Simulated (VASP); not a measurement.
An input for Ansatz (written as the equivalent of a VASP run, and not itself run):

Ansatz 0.2 input:
```yaml
crystal:
  lattice:
    - [1.7700000, -3.0657300, 0.0000000]
    - [1.7700000, 3.0657300, 0.0000000]
    - [0.0000000, 0.0000000, 5.5500000]
  atoms:
    - { symbol: Tm, position: [0.3333330, 0.6666670, 0.2500000], spin: 2 }
    - { symbol: Tm, position: [0.6666670, 0.3333330, 0.7500000], spin: 2 }
kpoints:
  mp_grid: { grid: [7, 7, 4] }
hamiltonian:
  xc: pbesol
  pseudopotentials: { kind: paw }
magnetization: { spin_polarized: true }
scf:
  occupations: { method: gaussian, width: 0.05 }
  max_iter: 100
output: { forces: true, stress: true, eigenvalues: true }
```

Q: Translate this input to VASP (INCAR, KPOINTS, POSCAR, choice of POTCAR).

A: Several could match; the one computed here: 
### KPOINTS
```
Automatic mesh
0
Gamma
7 7 4
0 0 0
```

**INCAR**
```
SYSTEM = Tm
PREC = Accurate; ENCUT = 300; LREAL = .FALSE.
LASPH = .TRUE.
EDIFF = 1E-6; NELM = 100; ALGO = Normal
LMAXMIX = 6
ISMEAR = 0; SIGMA = 0.05
GGA = PS
ISPIN = 2; MAGMOM = 2*2.0
ISIF = 2
LWAVE = .FALSE.; LCHARG = .FALSE.; LORBIT = 11
```

POSCAR:
```
Tm
1
    1.7700000000    -3.0657300000     0.0000000000
    1.7700000000     3.0657300000     0.0000000000
    0.0000000000     0.0000000000     5.5500000000
Tm
2
Direct
  0.3333330000   0.6666670000   0.2500000000
  0.6666670000   0.3333330000   0.7500000000
```

POTCAR, in this order: Tm (PBE.64 set). Program: vasp_std.

Limits of the translation: each code has its own PAW files, so the cut-off isn't converted (ENCUT is set for VASP's; basis.ecutwfc is left out, and Ansatz then takes the one that its files recommend); Ansatz stops its SCF on the density residual and VASP on the energy change (EDIFF).

The structure is a typed Tm crystal (P6_3/mmc). The cell was not relaxed at this level. The run is one of a series of settings (GGA = PS against the base run), some of them coarse on purpose.
